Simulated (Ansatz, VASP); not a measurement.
Tl3Mo in VASP and in Ansatz

```
Tl Mo
1.0
    -3.00849    3.00849    3.00849
     3.00849   -3.00849    3.00849
     3.00849    3.00849   -3.00849
Tl Mo
3 1
Direct
  0.00000 0.50000 0.50000
  0.50000 0.00000 0.50000
  0.50000 0.50000 0.00000
  0.00000 0.00000 0.00000
```

Change from the starting cell: species swapped into the Sb3Au type (Im-3m, No. 229).

Alike in both runs: task relaxation of cell and atoms; functional PBE; k mesh 12 × 12 × 12; occupations gaussian, width 0.1 eV; no spin polarisation.

```csv
,VASP,Ansatz
version,VASP 6.6.1,Ansatz 0.2.0
potentials or method,"VASP PAW PBE potentials, release 64 (Tl_d, Mo_sv)","scalar-relativistic, plane waves, PAW"
plane-wave cutoff (eV),600,420
valence electrons in the cell,53,53
```

```csv
,VASP,Ansatz,Ansatz less VASP
"gap on the k mesh at the Fermi level, each at its own relaxed structure (eV)",none,none,-
relaxed volume (Å³/atom),27.23,27.23,0.000
relaxed cell length with the largest relative difference (Å),5.211,5.211,0.0000
```

A gap of «none» marks a metal or a gap that the smearing closes.

Caveats: the relaxation stopped at its first step, so nothing moved. Spin-orbit coupling is left out, which matters for the levels of Tl.
